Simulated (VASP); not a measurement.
Input:

```
CELL_PARAMETERS angstrom
      5.33572     0.00000     0.00000
      0.00000     5.33572     0.00000
      0.00000     0.00000     3.91816
ATOMIC_POSITIONS crystal
  W  0.50000 0.00000 0.94001
  W  0.00000 0.50000 0.05999
  O  0.50000 0.00000 0.48788
  O  0.00000 0.50000 0.51212
  O  0.25000 0.25000 0.00000
  O  0.25000 0.75000 0.00000
  O  0.75000 0.75000 0.00000
  O  0.75000 0.25000 0.00000
```

Computed with PBEsol GGA, VASP's PBE PAW potentials (set 64) (plane waves; VASP 6.6.1). Settings: 520 eV cut-off, 5×5×6 Γ-centred mesh, tetrahedra with Blöchl corrections, potentials W_sv O.

Unless said otherwise, spin-orbit coupling is left out, though it shifts the bands of the heavy elements here.

Problem. Estimate the energy per atom (σ→0), band gap (on the k-mesh) with the smallest direct gap where there is one.

Solution. 
```
Property                                     Result
-----------------------------------  --------------
band gap (on the k-mesh)                    0.53 eV
smallest direct gap (on the k-mesh)         0.54 eV
energy per atom (σ→0)                -9.512 eV/atom
```

Total energies compare only between runs with the same potentials, cut-off and functional.

The structure comes from a computed database's WO3 entry (P4/nmm); how it stands against other phases isn't given here. It was relaxed first.
